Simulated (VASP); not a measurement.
OSZICAR of a VASP run on PdIn (space group Pm-3m):

**OSZICAR**
```
       N       E                     dE             d eps       ncg     rms          rms(c)
DAV:   1     0.125507673245E+03    0.12551E+03   -0.83654E+03   631   0.135E+03
DAV:   2    -0.388766998204E+01   -0.12940E+03   -0.12552E+03   621   0.328E+02
DAV:   3    -0.883646684772E+01   -0.49488E+01   -0.49300E+01   789   0.715E+01
DAV:   4    -0.891222132539E+01   -0.75754E-01   -0.75743E-01   725   0.811E+00
DAV:   5    -0.891529398991E+01   -0.30727E-02   -0.30725E-02   897   0.147E+00    0.680E+00
DAV:   6    -0.874398817122E+01    0.17131E+00   -0.44445E-01   698   0.956E+00    0.328E+00
DAV:   7    -0.870789182132E+01    0.36096E-01   -0.74192E-02   771   0.524E+00    0.149E+00
DAV:   8    -0.870003212026E+01    0.78597E-02   -0.21039E-02   670   0.145E+00    0.381E-01
DAV:   9    -0.869925335880E+01    0.77876E-03   -0.18973E-03   782   0.770E-01    0.500E-02
DAV:  10    -0.869925361771E+01   -0.25891E-06   -0.37773E-05   807   0.103E-01    0.203E-02
DAV:  11    -0.869925455146E+01   -0.93375E-06   -0.33909E-06   684   0.176E-02
   1 F= -.86992546E+01 E0= -.86834265E+01  d E =-.316561E-01
```

Question: Which electronic solver shows in the log?

Answer: It is blocked Davidson (ALGO = Normal, or the opening steps of other solvers). The INCAR had ALGO = Normal.

Question: Can the final energy be trusted as converged?

Answer: The calculation finished and met its thresholds. It stopped with EDIFF = 1E-6, NELM = 100 (PBE GGA, plane waves, VASP's PBE PAW potentials (set 64)).

The structure is a typed PdIn crystal (Pm-3m). The cell was not relaxed at this level. The k-mesh is coarse (spacing up to 0.32 per Å, 2π included), so the numbers may not be converged in it. The run is one of a series of settings (KPOINTS 6×6×6 Γ-centred mesh against the base run), some of them coarse on purpose. The electron count is odd and the run is not spin-polarised, which forces a metal.
